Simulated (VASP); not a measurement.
Wanted: the native input for a VASP 6.6.1 run.

```
Task                   : relaxation of cell and atoms
Functional             : PBE
Potentials or basis    : VASP PAW PBE potentials, release 64 (Al, N_h)
Cutoff                 : 900 eV
k mesh                 : 12 × 12 × 12
Occupations            : gaussian, width 0.02 eV
Spin                   : no spin polarisation
Further INCAR settings : ALGO = Fast; EDIFF = 1e-07; IBRION = 2; EDIFFG = -0.002; NSW = 80; ISIF = 3
```

The structure of AlN lies in POSCAR:

```
AlN
1.0
    0.0000000000      2.1839935600      2.1839935600
    2.1839935600      0.0000000000      2.1839935600
    2.1839935600      2.1839935600      0.0000000000
Al N
1 1
Direct
    0.0000000000      0.0000000000      0.0000000000
    0.7500000000      0.7500000000      0.7500000000
```

Measurements of this composition are mostly on another form, of space group No. 186.

These files were run (other wordings do the same):

INCAR

```
SYSTEM = AlN
PREC     = Accurate       ! precision mode
ENCUT    = 900            ! plane-wave cutoff, eV
EDIFF    = 1E-7           ! SCF threshold, eV
ISMEAR   = 0              ! smearing method
SIGMA    = 0.02           ! smearing width, eV
LREAL    = .FALSE.        ! projectors in reciprocal space
LASPH    = .TRUE.         ! aspherical terms in the spheres
NELM     = 80             ! most SCF steps
ALGO     = Fast           ! electronic algorithm
ISIF     = 3              ! what is computed and relaxed
LWAVE    = .FALSE.        ! write WAVECAR
LCHARG   = .FALSE.        ! write CHGCAR
GGA      = PE             ! functional
IBRION   = 2              ! ionic algorithm
NSW      = 80             ! ionic steps
EDIFFG   = -0.002         ! ionic threshold
```

KPOINTS

```
regular mesh
0
G
  12 12 12
  0 0 0
```

Potentials or basis: VASP PAW PBE potentials, release 64 (Al, N_h).

Run with:

```bash
$ cat potpaw_PBE.64/Al/POTCAR potpaw_PBE.64/N_h/POTCAR > POTCAR
$ mpirun -np 1 vasp_std > vasp.out
```

It gave:

* Relaxed volume: 10.64 Å³/atom
* Relaxed cell: a = 3.111 Å, b = 3.111 Å, c = 3.111 Å, α = 60.00°, β = 60.00°, γ = 60.00°
* Space group after relaxing (to 0.05 Å): F-43m (No. 216)
* Energy gained by relaxing: 3.0 meV/atom
* Ionic steps: 3
* Pressure after relaxing: 0.0 GPa
* Band gap on the k mesh: 3.31 eV, indirect (least direct gap 4.01 eV)

Caveat: the cutoff is under 1.25 times the usual one of these potentials, so pressure, stress and relaxed cells hold a basis-set (Pulay) error.

It took 66 s on 1 thread of Intel(R) Xeon(R) Platinum 8488C (Sapphire Rapids), on a shared host, peak memory 0.18 GiB.
